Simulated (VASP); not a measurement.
A VASP calculation is set up with these files.

### KPOINTS
```
Regular mesh
0
Gamma
14 14 8
```

**INCAR**
```
AGGAC = 0.0
EDIFFG = -0.01   ! ionic stop
LUSE_VDW = .True.
ISIF = 3   ! ions, shape and volume
PARAM1 = 0.1234
ISMEAR = 1   ! Methfessel-Paxton
LMAXMIX = 6
IBRION = 2
PARAM2 = 1.0
LWAVE = .False.
LREAL = .False.   ! projection in real space or not
SYSTEM = Os
ENCUT = 520   ! plane-wave cut-off (eV)
GGA = MK
LCHARG = .False.
NELM = 100   ! most electronic steps
PREC = Accurate
ALGO = Normal   ! blocked Davidson
SIGMA = 0.1   ! width (eV)
LASPH = .True.   ! aspherical one-centre terms
EDIFF = 1E-6   ! SCF stop (eV)
NSW = 60   ! most ionic steps
```

POSCAR:
```
Os
1.0
  1.3650000000  -2.3642490000   0.0000000000
  1.3650000000   2.3642490000   0.0000000000
  0.0000000000   0.0000000000   4.3200000000
Os
2
Cart
  1.3650000000   0.7880845762   1.0800000000
  1.3650000000  -0.7880845762   3.2400000000
```

POTCAR, in this order: Os (PBE.64 set). Program: vasp_std.

Question: Translate this optB86b-vdW calculation to Quantum ESPRESSO's pw.x.

Answer: One equivalent input (not run):
```
&CONTROL
  calculation = 'vc-relax'
  pseudo_dir = './pseudo'
  outdir = './out'
  tprnfor = .true.
  tstress = .true.
  nstep = 60
  forc_conv_thr = 0.00039
/
&SYSTEM
  ibrav = 0
  nat = 2
  ntyp = 1
  ecutwfc = 74
  occupations = 'smearing'
  smearing = 'methfessel-paxton'
  degauss = 0.00735
  input_dft = 'vdw-df-ob86'
/
&ELECTRONS
  conv_thr = 7.3e-08
  electron_maxstep = 100
/
&IONS
/
&CELL
/
ATOMIC_SPECIES
  Os 190.230 Os.upf
CELL_PARAMETERS angstrom
     1.3650000   -2.3642490    0.0000000
     1.3650000    2.3642490    0.0000000
     0.0000000    0.0000000    4.3200000
ATOMIC_POSITIONS crystal
  Os   0.3333330  0.6666670  0.2500000
  Os   0.6666670  0.3333330  0.7500000
K_POINTS automatic
  14 14 8 0 0 0
```
What does not carry over: the potentials are each code's own (VASP's PAW set, PseudoDojo norm-conserving files in pw.x), so ENCUT and ecutwfc are chosen apart and not converted; conv_thr bounds pw.x's estimated SCF error, while EDIFF bounds the energy change between steps; forc_conv_thr acts on force components and is met together with etot_conv_thr.

The compound is Os in the hcp structure. This run relaxes it. Symmetry was kept, so distortions that lower it aren't found.
